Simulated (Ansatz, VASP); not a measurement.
This is a calculation of CsSi2 for Ansatz 0.2.0.

The input input.yaml:

```yaml
crystal:
  lattice:
    - [6.37157, 0.0, 0.0]
    - [-3.18578, 5.51794, 0.0]
    - [0.0, 0.0, 4.47866]
  atoms:
    - { symbol: Cs, position: [0.0, 0.0, 0.0] }
    - { symbol: Si, position: [0.66667, 0.33333, 0.25039] }
    - { symbol: Si, position: [0.66667, 0.33333, 0.74961] }
hamiltonian:
  xc: { exchange: pbe, correlation: pbe, exx: { coeff: 0.3, omega: 0.2 } }
  pseudopotentials: { kind: paw }
kpoints:
  mp_grid: { grid: [3, 3, 3] }
scf:
  occupations: { method: fermi_dirac, width: 0.05 }
output:
  forces: true
  stress: true
  eigenvalues: true
```

Potentials or basis: Ansatz PAW.

Run with:

```bash
$ ansatz run input.yaml --threads 1 --pin off --max-ram 3584MiB --backend cpu --events-out ev --progress --plain --runs-dir out
```

Q: Set up the same calculation for VASP 6.6.1. Potentials there: VASP PAW PBE potentials, release 64 (Cs_sv, Si).

A: As run (the cutoff follows the program's own potentials):

POSCAR

```
CsSi2
1.0
    6.3715700000      0.0000000000      0.0000000000
   -3.1857800000      5.5179400000      0.0000000000
    0.0000000000      0.0000000000      4.4786600000
Cs Si
1 2
Direct
    0.0000000000      0.0000000000      0.0000000000
    0.6666700000      0.3333300000      0.2503900000
    0.6666700000      0.3333300000      0.7496100000
```

The input INCAR.step1:

```
PREC = Accurate
ENCUT = 520
EDIFF = 1E-5
ISMEAR = -1
SIGMA = 0.05
LREAL = False
LASPH = True
NELM = 100
ALGO = Normal
ISIF = 2
LWAVE = True
GGA = PE
```

The input INCAR.step2:

```
PREC = Accurate
ENCUT = 520
EDIFF = 1E-7
ISMEAR = -1
SIGMA = 0.05
LREAL = False
LASPH = True
NELM = 100
ALGO = Normal
ISIF = 2
LWAVE = False
LCHARG = False
GGA = PE
LHFCALC = True
HFSCREEN = 0.2
AEXX = 0.3
PRECFOCK = Fast
ISTART = 1
```

File KPOINTS:

```
Automatic mesh
0
Gamma
  3 3 3
```

Potentials or basis: VASP PAW PBE potentials, release 64 (Cs_sv, Si).

The run is started by

```bash
$ cat potpaw_PBE.64/Cs_sv/POTCAR potpaw_PBE.64/Si/POTCAR > POTCAR
$ cp INCAR.step1 INCAR
$ mpirun -np 1 vasp_std > vasp.out
$ cp INCAR.step2 INCAR
$ mpirun -np 1 vasp_std > vasp.out
```

Both were run:

|  | VASP | Ansatz | Ansatz less VASP |
| --- | --- | --- | --- |
| gap on the k mesh at the Fermi level (eV) | none | none | - |
| pressure (GPa) | 0.0 | 0.1 | +0.07 |
| largest component of the traceless stress (GPa) | 0.07 | 0.18 | +0.116 |
| rms of the force components (eV/Å) | 0.015 | 0.016 | +0.0002 |

Atom by atom the forces differ by 0.000 eV/Å (rms over components). A gap of «none» marks a metal or a gap that the smearing closes. With one functional, cell and mesh, what is left measures potentials, basis and numerics.

Caveats: the k mesh is coarse (spacing up to 0.47 Å⁻¹), so the values aren't converged, least of all with exact exchange; the PAW data sets were made with another functional, which shifts forces and pressure a little (VASP); the PAW data sets come from PBE, with cores solved anew for the run's functional, which leaves a small shift of forces and pressure (Ansatz); the thresholds are loose for stress (Ansatz). The runs have no spin-orbit coupling, so splittings on Cs are missing.
